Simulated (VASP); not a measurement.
All values below come from revPBE GGA, VASP's PBE PAW potentials (set 64) (plane waves; VASP). For the first row: Settings: 520 eV cut-off, 13×13×9 Γ-centred mesh, first-order Methfessel-Paxton smearing of 0.10 eV, potentials Ti_sv Al.

```
system       energy (eV/atom)
-----------  ----------------
TiAl (L1_0)           -5.9348
Ti (hcp)              -7.5204
Al (fcc)              -3.5538
```

The references are the elements' solids at the same level; no temperature or zero-point terms are added.

Problem. What is the formation energy per atom of TiAl?

Solution. The references average (1×(-7.5204) + 1×(-3.5538))/2 = -5.5371 eV, so the formation energy is -5.9348 − (-5.5371) = -0.398 eV/atom. Measured: -0.380 eV/atom (as given by Rajendra R. Zope et al., Physical review. B, Condensed matter (2003), arXiv:cond-mat/0306298).
